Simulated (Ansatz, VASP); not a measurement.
**Cross-check of SnSe2 between VASP and Ansatz**

Wanted: the spread between two codes on one cell, functional and k mesh. The start cell is built, not measured: As first built, before any earlier steps moved the atoms (in the runner's words): it takes the SnS2 structure with some of its atoms replaced by other elements, volume scaled by an estimate. The cell is taken from a series of VASP runs on this material, whose earlier steps may have relaxed, scaled or displaced it; both programs get it as it stands.

Calculated with Ansatz 0.2.0; plane waves, with VASP 6.6.1 beside it; single point at LDA and band structure at LDA.

### Step 1. Starting point

The structure is trigonal, space group P-3m1 (No. 164). Conventional cell: a = 3.806 Å, b = 3.806 Å, c = 5.868 Å, α = 90.00°, β = 90.00°, γ = 120.00°. Nearest to Sn lie 6 Se at 2.70 Å. Nearest to Se lie 3 Sn at 2.70 Å. As first built, before any earlier steps moved the atoms (in the runner's words): sites of the SnS2 structure (space group 164) filled with other elements, volume scaled by an estimate. Farther neighbours and most contacts between anions are not listed.

Coordinates:

```cif
data_structure
_symmetry_space_group_name_H-M 'P-3m1'
_symmetry_Int_Tables_number 164
_cell_length_a 3.8058
_cell_length_b 3.8058
_cell_length_c 5.8675
_cell_angle_alpha 90.000
_cell_angle_beta 90.000
_cell_angle_gamma 120.000
_cell_volume 73.60
loop_
_atom_site_label
_atom_site_type_symbol
_atom_site_symmetry_multiplicity
_atom_site_Wyckoff_symbol
_atom_site_fract_x
_atom_site_fract_y
_atom_site_fract_z
_atom_site_occupancy
Sn1 Sn 1 a 0.00000 0.00000 0.00000 1
Se1 Se 2 d 0.33333 0.66667 0.26887 1
```

### Step 2. Ansatz: single point, LDA

Ansatz runs on its default PAW (the set named soft_2) files.

With cell and atoms fixed, the geometry can't cause a difference; cores, projectors, grids and the points listed under the comparison can.

Contents of input.yaml:

```yaml
crystal:
  lattice:
    - [3.8057682121, 0.0, 0.0]
    - [-1.9028841061, 3.2958923627, 0.0]
    - [0.0, 0.0, 5.8675203472]
  atoms:
    - { symbol: Sn, position: [0.0, 0.0, 0.0] }
    - { symbol: Se, position: [0.33333333, 0.66666667, 0.2688697935] }
    - { symbol: Se, position: [0.66666667, 0.33333333, 0.7311302065] }
hamiltonian:
  xc: lda
  pseudopotentials: { kind: paw }
kpoints:
  mp_grid: { grid: [7, 7, 4] }
scf:
  occupations: { method: fermi_dirac, width: 0.05 }
  n_extra_bands: 4
output:
  forces: true
  stress: true
  eigenvalues: true
```

Started as:

```sh
$ ansatz run input.yaml --threads 2 --pin off --max-ram 4608MiB --backend cpu --events-out ev --progress --plain --runs-dir out
```

Numbers of over 12 decimals in the logs are rounded to 6 here.

What it wrote:

```text
scf.n_extra_bands = 4 over 23 filled bands (N_el = 46.0): the run solves 27 bands
Engine: ansatz 0.2.0, aarch64-unknown-linux-gnu
Pseudopotentials: kind: paw
Pseudopotential: Sn, paw, valence charge 14, recommended cutoff 420 eV (normal), Sn.paw.azcp
Pseudopotential: Se, paw, valence charge 16, recommended cutoff 420 eV (normal), Se.paw.azcp
Functional definition: SPW92
  exchange = slater_x
  correlation = pw_c
Crystal: 3 atoms, lattice volume = 73.599 Å³
Basis set: ecut = 420 eV, 1435 PW (Γ)
Bands: 27, of which v1, the nominal top of the filled ones, is band 23 counted from 1 (22 counted from 0)
Symmetry: 12 space group operations
Space group: P-3m1 (ITA 164), of the structure as read, at distance tolerance 4.2e-5 Å
k-points: 28 of 196
Non-local potential: Sn, projectors of the file, l = 0: 2, l = 1: 2, l = 2: 2, l = 3: 2
Non-local potential: Se, projectors of the file, l = 0: 2, l = 1: 2, l = 2: 3, l = 3: 1
PAW form: soft (Blöchl's): semilocal exchange-correlation on the pseudo side does not see the compensation charge
PAW frozen core: Sn, regenerated for the run's functional, and the local potential with it (the file was generated under x = pbe(κ = 0.804, μ = 0.219515), c = pbe(β = 0.066725))
PAW frozen core: Se, regenerated for the run's functional, and the local potential with it (the file was generated under x = pbe(κ = 0.804, μ = 0.219515), c = pbe(β = 0.066725))
PAW one-centre angular grid: Sn, 590 points (default); XC on 64 Gauss nodes
PAW one-centre angular grid: Se, 590 points (default); XC on 64 Gauss nodes
Initial density: superposition of atomic densities (neutral atoms: chi_scale 0, normalization atom), corrected by the library's trained network
Initial wavefunctions: pseudopotential atomic-orbital guess
Functional: x = slater, c = lda
SCF iter   1: F=—  HF=-16647.031527 eV  |F-HF|=—  |Δ(HF+E_count)|=         —  Δρ=5.45e-3  dr2=9.72e-3  ethr=1.77e-3  ⟨swp⟩=6.4  Hψ=3316  notcnv=0
preconditioner: auto → Resta (q_TF=auto, 2.523 Å⁻¹)  ε∞=3.0  [insulator: Δε(μ)=0.363 eV  Ē_g=15.522 eV  σ=0.050 eV  W_gap=0.95  n_scr=22 (ndim 8)  ℏωp=22.1 eV  f_vac=0.035  D(μ)=0.07/eV (n_scr^D=0)  ε∞_Penn≈3.0]
SCF iter   2: F=—  HF=-16647.026141 eV  |F-HF|=—  |Δ(HF+E_count)|=   5.39e-3  Δρ=2.66e-3  dr2=2.41e-3  ethr=2.11e-5  ⟨swp⟩=2.0  Hψ=1424  notcnv=0
SCF iter   3: F=—  HF=-16647.025401 eV  |F-HF|=—  |Δ(HF+E_count)|=   7.40e-4  Δρ=4.03e-4  dr2=1.02e-4  ethr=5.24e-6  ⟨swp⟩=2.8  Hψ=1431  notcnv=0
SCF iter   4: F=—  HF=-16647.025382 eV  |F-HF|=—  |Δ(HF+E_count)|=   1.92e-5  Δρ=1.04e-4  dr2=1.40e-5  ethr=2.22e-7  ⟨swp⟩=2.0  Hψ=1400  notcnv=0
SCF iter   5: F=—  HF=-16647.025370 eV  |F-HF|=—  |Δ(HF+E_count)|=   1.14e-5  Δρ=2.44e-5  dr2=4.30e-7  ethr=3.05e-8  ⟨swp⟩=2.0  Hψ=1400  notcnv=0
SCF iter   6: F=-16647.025370 eV  HF=-16647.025370 eV  |F-HF|=6.77e-9  |Δ(HF+E_count)|=   5.44e-8  Δρ=1.06e-5  dr2=7.82e-8  ethr=2.17e-10  ⟨swp⟩=5.8  Hψ=3241  notcnv=0
SCF 1 converged in 6 iterations: F = -16647.025370 eV  dr2 = 7.82e-8
  greatest PAW one-centre occupation: 1.000 electrons in one spin orbital (limit 2), on the Se atom at site 2 (counted from 0), in its partial waves of l = 2
SCF converged after 6 iterations
Free energy (F): -16647.025370 eV
Harris-Foulkes:  -16647.025370 eV  (|F-HF|=6.77e-9)
Internal energy: -16647.024511 eV  (E = F + TS)
E sigma→0 (E₀):  -16647.024941 eV
Entropy (-TS):   -0.000859 eV (-0.286 meV/atom)
Fermi energy:    8.957168 eV
--- Per-component energies (eV) ---
  E_band       = -842.993448
  E_kinetic    = 427.884869
  E_local      = -5733.102926  (includes V_loc(G=0)·N_el)
  E_nonlocal   = -1204.873311
  E_hartree    = 2948.658459
  E_xc         = -585.630608
  E_vxc        = -295.242827  (∫ρ·V_xc dr)
  E_paw        = -7653.114512  (= ΣΔE_a)
  E_vpaw       = 65.026762  (= ΣTr[D̂ρ^β])
  E_aug_tail   = -0.001271  (compensation charges beyond the density's cutoff)
  E_ewald      = -4851.704835
  E_core_change = 4.859623  (= ΣΔE_core)
  E_smearing   = -0.000859  (= −TS)
  E_closure    = -0.000000  (closes the sum)
  Σ components = -16647.025370   (vs F -16647.025370, Δ=0.00e0)
--- Forces (eV/Å), atoms counted from 1 ---
  atom   1  Sn    -0.00000000    -0.00000000    -0.00000000
  atom   2  Se    -0.00000000    -0.00000000    -0.02791440
  atom   3  Se     0.00000000     0.00000000     0.02791440
  max |Σ_I F_I| component: 4.21e-30 eV/Å
--- Stress (GPa, compression-positive) ---
       -0.129351       0.000000      -0.000000
        0.000000      -0.129351       0.000000
       -0.000000       0.000000      -0.150120
  P = ⅓ Tr σ = -0.1363 GPa (-1.363 kbar)
--- Band table (eV; the first three rows and the last of 28) ---
  k-point 0: bands = [... 19 lower, 7.9634, 8.1145, 8.1145, 8.6973, 9.3287, 11.5189, 13.1809, 13.1809]
  k-point 1: bands = [... 19 lower, 7.8282, 7.8282, 8.3101, 8.3101, 10.4713, 11.5238, 12.9378, 12.9378]
  k-point 2: bands = [... 19 lower, 7.7624, 7.7624, 8.4400, 8.4400, 11.1905, 11.3653, 12.7133, 12.7133]
  k-point 27: bands = [... 19 lower, 4.3316, 4.9985, 8.2595, 8.3108, 10.8608, 12.7661, 13.1230, 14.3289]
```

Elapsed: 2.9 s, on 2 threads of Arm Neoverse N1, shared host; peak memory 0.35 GiB; 5 s of CPU time.

The run ends at a pressure of -0.14 GPa, with forces up to 0.028 eV/Å.

### Step 3. VASP: single point, LDA

The same cell, functional (in two slightly different forms), mesh and smearing now go to VASP, with its own data sets and cutoff.

Lines of VASP's logs that name or quote its potential files are left out, and so is its time.

Contents of INCAR:

```
SYSTEM = SnSe2
PREC = Accurate
ENCUT = 400
EDIFF = 1E-06
NELM = 100
ISMEAR = -1
SIGMA = 0.05
LREAL = .FALSE.
ALGO = Normal
GGA = CA
NBANDS = 19
LORBIT = 11
LWAVE = .FALSE.
LCHARG = .TRUE.
ISIF = 2
LELF = .TRUE.
LVHAR = .TRUE.
```

Contents of POSCAR:

```
SnSe2
1.0
    3.8057682121      0.0000000000      0.0000000000
   -1.9028841061      3.2958923627      0.0000000000
    0.0000000000      0.0000000000      5.8675203472
Sn Se
1 2
Direct
    0.0000000000      0.0000000000      0.0000000000
    0.3333333300      0.6666666700      0.2688697935
    0.6666666700      0.3333333300      0.7311302065
```

Contents of KPOINTS:

```
Automatic mesh
0
Gamma
7 7 4
0 0 0
```

PAW data sets: Sn_d and Se (LDA family, release 64).

Started as:

```sh
$ mpirun -np 1 vasp_std
```

What it wrote:

```text
[banner, memory and clock lines left out]
running    1 mpi-ranks, on    1 nodes
 distrk:  each k-point on    1 cores,    1 groups
 distr:  one band on    1 cores,    1 groups

 POSCAR found type information on POSCAR SnSe
 POSCAR found :  2 types and       3 ions
 LDA part: xc-table for (Slater(with rela. corr.)+CA(PZ))
 , standard interpolation
 POSCAR, INCAR and KPOINTS ok, starting setup
 FFT: planning ... GRIDC
 FFT: planning ... GRID_SOFT
 FFT: planning ... GRID
 WAVECAR not read
 entering main loop
       N       E                     dE             d eps       ncg     rms          rms(c)
DAV:   1     0.179379304775E+03    0.17938E+03   -0.10686E+04  1100   0.131E+03
DAV:   2     0.591224822948E+01   -0.17347E+03   -0.16826E+03  1133   0.345E+02
DAV:   3    -0.134721376055E+02   -0.19384E+02   -0.18968E+02  1294   0.109E+02
DAV:   4    -0.140607816868E+02   -0.58864E+00   -0.58774E+00  1237   0.202E+01
DAV:   5    -0.140751352436E+02   -0.14354E-01   -0.14353E-01  1449   0.326E+00    0.529E+00
DAV:   6    -0.138229273257E+02    0.25221E+00   -0.49337E-01  1577   0.748E+00    0.337E+00
DAV:   7    -0.137924716606E+02    0.30456E-01   -0.13778E-01  1200   0.230E+00    0.973E-01
DAV:   8    -0.137893453799E+02    0.31263E-02   -0.96526E-03  1346   0.957E-01    0.265E-01
DAV:   9    -0.137891130874E+02    0.23229E-03   -0.11163E-03  1185   0.236E-01    0.789E-02
DAV:  10    -0.137891117839E+02    0.13034E-05   -0.89846E-05  1212   0.622E-02    0.285E-02
DAV:  11    -0.137891135119E+02   -0.17280E-05   -0.10277E-05  1143   0.193E-02    0.457E-03
DAV:  12    -0.137891132527E+02    0.25916E-06   -0.82163E-07   664   0.644E-03
   1 F= -.13789113E+02 E0= -.13788705E+02  d E =-.815781E-03
```

OUTCAR, selected parts (step 3):

```text
ion  position               nearest neighbor table
   1  0.000  0.000  0.000-   2 2.70   3 2.70   3 2.70   2 2.70   3 2.70   2 2.70
   2  0.333  0.667  0.269-   1 2.70   1 2.70   1 2.70
   3  0.667  0.333  0.731-   1 2.70   1 2.70   1 2.70

  LATTYP: Found a hexagonal cell.
 ALAT       =     3.8057682121
 C/A-ratio  =     1.5417440107

 Subroutine GETGRP returns: Found 12 space group operations
 (whereof 12 operations were pure point group operations)

The static configuration has the point symmetry D_3d.

 Found     28 irreducible k-points:

   k-points           NKPTS =     28   k-points in BZ     NKDIM =     28   number of bands    NBANDS=     19

   dimension x,y,z NGX =    28 NGY =   28 NGZ =   40
   dimension x,y,z NGXF=    56 NGYF=   56 NGZF=   80

   ENCUT  =  400.0 eV  29.40 Ry    5.42 a.u.   6.21  6.21  9.57*2*pi/ulx,y,z

   NELECT =      26.0000    total number of electrons

 k-points in reciprocal lattice and weights: Automatic mesh
   0.00000000  0.00000000  0.00000000       0.005
   0.14285714  0.00000000  0.00000000       0.031
   0.28571429  0.00000000  0.00000000       0.031
   0.42857143  0.00000000  0.00000000       0.031
   0.14285714  0.14285714  0.00000000       0.031
   0.28571429  0.14285714  0.00000000       0.061
   0.42857143  0.14285714  0.00000000       0.031
   0.28571429  0.28571429  0.00000000       0.031
   0.00000000  0.00000000  0.25000000       0.010
[...]
0.42857143  0.14285714  0.50000000       0.031
   0.28571429  0.28571429  0.50000000       0.031

 average (electrostatic) potential at core
       1-101.8414       2 -59.0460       3 -59.0460

 E-fermi :   5.0617

 k-point     1 :       0.0000    0.0000    0.0000
  band No.  band energies     occupation
    ...
      9       4.0549      2.00000
     10       4.0549      2.00000
     11       4.2081      2.00000
     12       4.2081      2.00000
     13       4.8050      1.98827
     14       5.4497      0.00085
     15       7.6055      0.00000
     16       9.2688      0.00000
     17       9.2688      0.00000
     18      12.9517      0.00000
    ...

 k-point     2 :       0.1429    0.0000    0.0000
  band No.  band energies     occupation
    ...
      9       2.2167      2.00000
     10       3.2369      2.00000
     11       3.2903      2.00000
     12       4.5876      1.99985
     13       4.8797      1.94882
     14       6.7466      0.00000
     15       8.2660      0.00000
     16       9.0246      0.00000
     17       9.5274      0.00000
     18      11.9509      0.00000
    ...

 k-point     3 :       0.2857    0.0000    0.0000
  band No.  band energies     occupation
    ...
      9       0.6870      2.00000
     10       1.8641      2.00000
     11       2.4991      2.00000
     12       4.2699      2.00000
     13       4.5922      1.99983
     14       6.4282      0.00000
     15       8.4265      0.00000
     16       9.7301      0.00000
     17      10.2385      0.00000
     18      10.8347      0.00000
    ...

  Total        0.0061602      0.0061602      0.0058345     -0.0000000     -0.0000000     -0.0000000
  in kB        0.1341019      0.1341019      0.1270112     -0.0000000     -0.0000000     -0.0000000
  external PRESSURE =       0.1317383 kB  Pullay stress =       0.0000000 kB

  energy-cutoff  :      400.00
  volume of cell :       73.60
      direct lattice vectors                 reciprocal lattice vectors
     3.805768212  0.000000000  0.000000000     0.262759040  0.151703983  0.000000000
    -1.902884106  3.295892363  0.000000000     0.000000000  0.303407967  0.000000000
     0.000000000  0.000000000  5.867520347     0.000000000  0.000000000  0.170429746

 POSITION                                       TOTAL-FORCE (eV/Angst)
 -----------------------------------------------------------------------------------
      0.00000      0.00000      0.00000         0.000000      0.000000      0.000000
     -0.00000      2.19726      1.57760        -0.000000     -0.000000     -0.005070
      1.90288      1.09863      4.28992         0.000000      0.000000      0.005070
 -----------------------------------------------------------------------------------
    total drift:                               -0.000000     -0.000000      0.000000

  FREE ENERGIE OF THE ION-ELECTRON SYSTEM (eV)
  ---------------------------------------------------
  free  energy   TOTEN  =       -13.7891132527 eV

  energy  without entropy=      -13.7882974715  energy(sigma->0) =      -13.78870536

 total charge
# of ion       s       p       d       tot
------------------------------------------
    1        1.084   1.054  10.099  12.236
    2        1.493   2.298   0.030   3.821
    3        1.493   2.298   0.030   3.821
--------------------------------------------------
tot          4.069   5.650  10.160  19.879

[... 3 further parts left out ...]
```

The run ends at a pressure of 0.01 GPa, with forces up to 0.0051 eV/Å.

### Step 4. Differences

Known differences besides the potentials themselves: the two LDA forms differ slightly; the data sets hold 46 valence electrons in Ansatz (default PAW (the set named soft_2) files) and 26 in VASP; the cutoff is 420 eV in Ansatz and 400 eV in VASP; VASP's log shows a relativistic correction to its local exchange, Ansatz's none. Total energies have different zeros and are not compared.

The two programs side by side:

| quantity | Ansatz | VASP | difference |
| --- | --- | --- | --- |
| pressure (GPa) | -0.14 | 0.01 | -0.15 |
| gap on the k mesh (eV) | 0.354 | 0.361 | -0.006 |

At this near-relaxed geometry the largest component of a force difference is 23 meV/Å. A gap on the mesh is an upper bound, since the band edges may lie between its points. Ansatz's pressure holds a Pulay correction of 0.05 GPa; VASP's holds none.

### Step 5. VASP: band structure, LDA

Levels along a path test the potential and the projectors away from the mesh points.

Contents of INCAR:

```
SYSTEM = SnSe2
PREC = Accurate
ENCUT = 400
EDIFF = 1E-06
NELM = 100
ISMEAR = -1
SIGMA = 0.05
LREAL = .FALSE.
ALGO = Normal
GGA = CA
NBANDS = 26
LORBIT = 11
LWAVE = .FALSE.
LCHARG = .FALSE.
```

POSCAR is that of step 3.

KPOINTS is that of step 3.

Contents of KPOINTS_OPT:

```
Line mode
16
Line-mode
Reciprocal
  0.00000000   0.00000000   0.00000000 GAMMA
  0.50000000   0.00000000   0.00000000 M

  0.50000000   0.00000000   0.00000000 M
  0.33333333   0.33333333   0.00000000 K

  0.33333333   0.33333333   0.00000000 K
  0.00000000   0.00000000   0.00000000 GAMMA

  0.00000000   0.00000000   0.00000000 GAMMA
  0.00000000   0.00000000   0.50000000 A

  0.00000000   0.00000000   0.50000000 A
  0.50000000   0.00000000   0.50000000 L

  0.50000000   0.00000000   0.50000000 L
  0.33333333   0.33333333   0.50000000 H

  0.33333333   0.33333333   0.50000000 H
  0.00000000   0.00000000   0.50000000 A

  0.50000000   0.00000000   0.50000000 L
  0.50000000   0.00000000   0.00000000 M

  0.33333333   0.33333333   0.00000000 K
  0.33333333   0.33333333   0.50000000 H
```

Started as:

```sh
$ mpirun -np 1 vasp_std
```

What it wrote:

```text
[... set-up lines as in an earlier step ...]
 entering main loop
       N       E                     dE             d eps       ncg     rms          rms(c)
DAV:   1     0.188744681592E+03    0.18874E+03   -0.98566E+03  1578   0.971E+02
DAV:   2     0.946211930112E+01   -0.17928E+03   -0.16852E+03  1546   0.313E+02
DAV:   3    -0.133211806150E+02   -0.22783E+02   -0.22434E+02  1788   0.899E+01
DAV:   4    -0.140586425605E+02   -0.73746E+00   -0.73664E+00  1732   0.175E+01
[...]
DAV:  10    -0.137891117167E+02    0.40195E-05   -0.84989E-05  1736   0.464E-02    0.258E-02
DAV:  11    -0.137891133981E+02   -0.16814E-05   -0.62491E-06  1710   0.159E-02    0.367E-03
DAV:  12    -0.137891132692E+02    0.12882E-06   -0.56609E-07   940   0.446E-03
   1 F= -.13789113E+02 E0= -.13788705E+02  d E =-.815793E-03
 Start KPOINTS_OPT (optional k-point list driver)
k-point batch [1-28\144]
       N       E                     dE             ncg
DAV:   1     0.771864102250E+03   -0.13851E+05     1558
DAV:   2    -0.422815266452E+04   -0.50000E+04     1520
DAV:   3    -0.485180461469E+04   -0.62365E+03     1754
DAV:   4    -0.487186313208E+04   -0.20059E+02     1806
DAV:   5    -0.487230645287E+04   -0.44332E+00     1940
DAV:   6    -0.487231810288E+04   -0.11650E-01     1878
DAV:   7    -0.487231866789E+04   -0.56501E-03     2190
DAV:   8    -0.487231867307E+04   -0.51782E-05     1472
DAV:   9    -0.487231867325E+04   -0.18440E-06     1336
[...]
k-point batch [141-144\144]
       N       E                     dE             ncg
DAV:   1     0.191584671696E+05   -0.31607E+04      208
DAV:   2     0.184416954070E+05   -0.71677E+03      224
DAV:   3     0.183562601973E+05   -0.85435E+02      256
DAV:   4     0.183537583191E+05   -0.25019E+01      248
DAV:   5     0.183537024357E+05   -0.55883E-01      288
DAV:   6     0.183537005604E+05   -0.18753E-02      278
DAV:   7     0.183537005079E+05   -0.52431E-04      296
DAV:   8     0.183537005072E+05   -0.78911E-06      220
```

[end of part 1 of 2]

[Lines on the potential files, build, host, timing and source positions are cut from VASP's logs without a mark.]

[Logs are printed without paths, hosts, clocks, repeated set-up lines and the standing remarks that a program may print on its own settings, such as how far it seeks lower states.]

[Hosts, paths, dates, database ids (printed as entryN), source tags and the programs' standing remarks are cut or masked in the printed files.]
